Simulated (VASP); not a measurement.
Here is the system:

```
CuCl
1.0
    0.00000     2.66558     2.66558
    2.66558     0.00000     2.66558
    2.66558     2.66558     0.00000
Cu Cl
1 1
Direct
  0.00000   0.00000   0.00000
  0.25000   0.25000   0.25000
```

All values below come from vdW-DF-cx, VASP's PBE PAW potentials (set 64) (plane waves; VASP). Run with 520 eV cut-off, Gaussian smearing of 0.050 eV, potentials Cu Cl.

Predict the band gap (along the path) with the smallest direct gap where there is one.

```json
{
 "band gap (along the path)": "0.59 eV",
 "smallest direct gap (along the path)": "0.59 eV"
}
```

The compound is CuCl in the zinc blende structure. It was relaxed first.
